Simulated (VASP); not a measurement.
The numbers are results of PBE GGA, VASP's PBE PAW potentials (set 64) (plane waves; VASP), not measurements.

VASP ran on this input.

File KPOINTS:
```
Automatic
0
gamma
  5 5 5
0 0 0
```

### INCAR
```
# general
SYSTEM  = Pt3Ti
PREC    = Accurate
ENCUT   = 300   # plane-wave cut-off (eV)
LREAL   = F
LASPH   = T

# electronic loop
EDIFF   = 1E-6   # SCF stop (eV)
NELM    = 100
ALGO    = Normal   # blocked Davidson
LMAXMIX = 6   # l cut-off of mixed one-centre charges

# smearing
ISMEAR  = 0   # Gaussian
SIGMA   = 0.1   # width (eV)

# functional
GGA     = PE   # PBE

# ions
ISIF    = 2   # forces and stress, cell fixed

# output
LWAVE   = F
LCHARG  = F
```

KPOINTS_OPT:
```
k-points along high-symmetry lines
8
Line-mode
Reciprocal
  0.000000   0.000000   0.000000 ! GAMMA
  0.000000   0.500000   0.000000 ! X

  0.000000   0.000000   0.500000 ! Y
  0.000000   0.000000   0.000000 ! GAMMA

  0.000000   0.000000   0.000000 ! GAMMA
  0.500000   0.000000   0.000000 ! Z

  0.500000   0.500000   0.500000 ! R
  0.000000   0.000000   0.000000 ! GAMMA

  0.000000   0.000000   0.000000 ! GAMMA
  0.500000   0.000000   0.500000 ! T

  0.500000   0.500000   0.000000 ! U
  0.000000   0.000000   0.000000 ! GAMMA

  0.000000   0.000000   0.000000 ! GAMMA
  0.000000   0.500000   0.500000 ! V
```

File POSCAR:
```
Pt3Ti
3.920
  1.0000000000   0.0000000000   0.0000000000
  0.0000000000   1.0000000000   0.0000000000
  0.0000000000   0.0000000000   1.0000000000
Ti Pt
1 3
Cartesian
 -0.0062980000   0.0137430000   0.0128030000
  0.0102210000   0.4885020000   0.4920370000
  0.4883600000   0.0102460000   0.4928190000
  0.5077170000   0.4875090000   0.0023410000
```

POTCAR, in this order: Ti_sv Pt (PBE.64 set). Program: vasp_std.

At this cut-off the stress carries a Pulay error, which pulls relaxed volumes low. Unless said otherwise, spin-orbit coupling is left out, though it shifts the bands of the heavy elements here.

### Question
Estimate the energy per atom (σ→0), pressure, largest force, band gap (over mesh and band path).

### Answer

```yaml
energy per atom (σ→0): -7350 meV/atom
band gap (over mesh and band path): none (metal, semimetal or under 0.01 eV)
pressure: 6.19 GPa
largest_force: 1.436 eV/Å
```

**OSZICAR**
```
...
DAV:  12    -0.294060132581E+02    0.10168E-03   -0.57507E-04  4166   0.215E-01    0.253E-01
DAV:  13    -0.294054794757E+02    0.53378E-03   -0.41550E-03  4708   0.358E-01    0.549E-02
DAV:  14    -0.294054666492E+02    0.12827E-04   -0.75091E-05  3626   0.601E-02    0.267E-02
DAV:  15    -0.294054638286E+02    0.28207E-05   -0.55270E-06  3779   0.148E-02    0.175E-02
DAV:  16    -0.294054619189E+02    0.19096E-05   -0.33810E-06  3100   0.131E-02    0.972E-03
DAV:  17    -0.294054614071E+02    0.51179E-06   -0.57239E-06  3625   0.138E-02
   1 F= -.29405461E+02 E0= -.29401616E+02  d E =-.769088E-02
       N       E                     dE             ncg
```

The structure is a typed Pt3Ti crystal. The cell was not relaxed at this level, atoms are displaced from their ideal sites. The k-mesh is coarse (spacing up to 0.32 per Å, 2π included), so the numbers may not be converged in it.
